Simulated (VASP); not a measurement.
# A VASP 6.6.1 single-point calculation on CdSiN2

INCAR

```
LREAL = .FALSE.
PREC = Accurate
SIGMA = 0.02
ENCUT = 520
NBANDS = 21
LASPH = .TRUE.
NELECT = 26.5
IBRION = -1
ISIF = 2
NELM = 99
EDIFF = 1E-7
LCHARG = .FALSE.
ISMEAR = -1
LWAVE = .FALSE.
IVDW = 10
GGA = PE
NSW = 0
```

KPOINTS

```
KPOINTS created by Atomic Simulation Environment
0
Gamma
8 8 6
0 0 0
```

POSCAR

```
Cd N  Si
 1.0000000000000000
     3.1195469186000002    0.0000000000000000    0.0000000000000000
     0.0000000000000000    3.1195469186000002    0.0000000000000000
     0.0000000000000000    0.0000000000000000    4.9845767749999998
 Cd  N   Si
   1   2   1
Cartesian
 -0.0000000000000000  0.0000000000000000  0.0000000000000000
  0.0000000000000000  1.5597734593000001  1.6037811972773017
  1.5597734593000001  0.0000000000000000  3.3807955777226981
  1.5597734593000001  1.5597734593000001  2.4922883874999999
```

The recommended PBE PAW datasets give the neutral cell 26 valence electrons.

Command

```
mpirun -np 1 vasp_std
```

Task: How does this run end, and what does it give?

Result: It converged. Results: pressure 20.6 GPa; largest force 0.72 eV/Å.

OSZICAR

```
N       E                     dE             d eps       ncg     rms          rms(c)
DAV:   1     0.162895957758E+03    0.16290E+03   -0.14018E+04  2600   0.121E+03
DAV:   2    -0.164205920107E+02   -0.17932E+03   -0.17109E+03  2878   0.305E+02
DAV:   3    -0.257792065790E+02   -0.93586E+01   -0.92725E+01  3073   0.727E+01
DAV:   4    -0.258514917339E+02   -0.72285E-01   -0.72264E-01  2764   0.682E+00
DAV:   5    -0.258519774165E+02   -0.48568E-03   -0.48567E-03  3181   0.534E-01    0.160E+01
DAV:   6    -0.202288155976E+02    0.56232E+01   -0.13342E+01  3720   0.500E+01    0.106E+01
DAV:   7    -0.205112893119E+02   -0.28247E+00   -0.36242E+00  2870   0.138E+01    0.596E+00
DAV:   8    -0.204828012788E+02    0.28488E-01   -0.47556E-01  2900   0.433E+00    0.163E+00
DAV:   9    -0.204471636080E+02    0.35638E-01   -0.14414E-01  2999   0.309E+00    0.339E-01
DAV:  10    -0.204476108500E+02   -0.44724E-03   -0.13638E-02  2835   0.106E+00    0.149E-01
DAV:  11    -0.204476986281E+02   -0.87778E-04   -0.14965E-03  3145   0.355E-01    0.895E-02
DAV:  12    -0.204476600419E+02    0.38586E-04   -0.24812E-04  2990   0.135E-01    0.281E-02
DAV:  13    -0.204476672064E+02   -0.71645E-05   -0.23271E-05  2740   0.374E-02    0.612E-03
DAV:  14    -0.204476675754E+02   -0.36905E-06   -0.86687E-07  3167   0.769E-03    0.324E-03
DAV:  15    -0.204476676177E+02   -0.42284E-07   -0.23889E-07  2273   0.353E-03
   1 F= -.21693950E+02 E0= -.21692479E+02  d E =-.294090E-02
```

The cell is charged and sits in a uniform background.

For comparison, a separate PBE run of the intended cell, on usual settings and not on those above, gives a gap of 1.08 eV on its mesh and a pressure of -0.1 GPa.
